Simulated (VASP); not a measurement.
Wanted: the native input for a VASP 6.6.1 run.

| Item | Value |
| --- | --- |
| Task | single point |
| Functional | r2SCAN |
| Potentials or basis | VASP PAW PBE potentials, release 64 (Ru_pv, Te) |
| Cutoff | 520 eV |
| k mesh | 5 × 5 × 5 |
| Occupations | gaussian, width 0.05 eV |
| Spin | collinear spin, zero start |
| Starting moments | [0.0, 0.0] μB |
| Hubbard terms | Ru d U = 6 eV |
| Further INCAR settings | ALGO = Normal; EDIFF = 1e-06 |

The structure of TeRu lies in POSCAR:

```
TeRu
1.0
    0.0000000000      3.1139297200      3.1139297200
    3.1139297200      0.0000000000      3.1139297200
    3.1139297200      3.1139297200      0.0000000000
Ru Te
1 1
Direct
    0.0000000000      0.0000000000      0.0000000000
    0.2500000000      0.2500000000      0.2500000000
```

The cell comes from a database or a generator and needn't be the stable form of this composition.

One way to write it, as run:

INCAR

```
PREC = Accurate
ENCUT = 520
EDIFF = 1E-6
ISMEAR = 0
SIGMA = 0.05
LREAL = False
LASPH = True
NELM = 80
ALGO = Normal
ISIF = 2
LWAVE = False
LCHARG = False
ISPIN = 2
MAGMOM = 0 0
LORBIT = 11
LMAXMIX = 4
LDAU = True
LDAUTYPE = 2
LDAUL = 2 -1
LDAUU = 6 0
LDAUJ = 0 0
LDAUPRINT = 1
METAGGA = R2SCAN
LMIXTAU = True
```

KPOINTS

```
Automatic mesh
0
Gamma
  5 5 5
```

Potentials or basis: VASP PAW PBE potentials, release 64 (Ru_pv, Te).

Launch:

```bash
$ cat potpaw_PBE.64/Ru_pv/POTCAR potpaw_PBE.64/Te/POTCAR > POTCAR
$ mpirun -np 1 vasp_std > vasp.out
```

It gave:

```yaml
Pressure: -9.7 GPa
Band_gap_on_the_k_mesh: none (metal or under the smearing width)
Net_moment: 0.00 μB per cell
Valence_electrons_inside_the_program's_atomic_spheres: Ru 12.53; Te 3.39
```

Caveat: the PAW data sets were made with another functional, which shifts forces and pressure a little; the U is typed as a test and isn't derived for this compound.

Wall time 60 s on 1 thread of Intel(R) Xeon(R) 6975P-C (Granite Rapids) (shared host), peak memory 0.26 GiB.
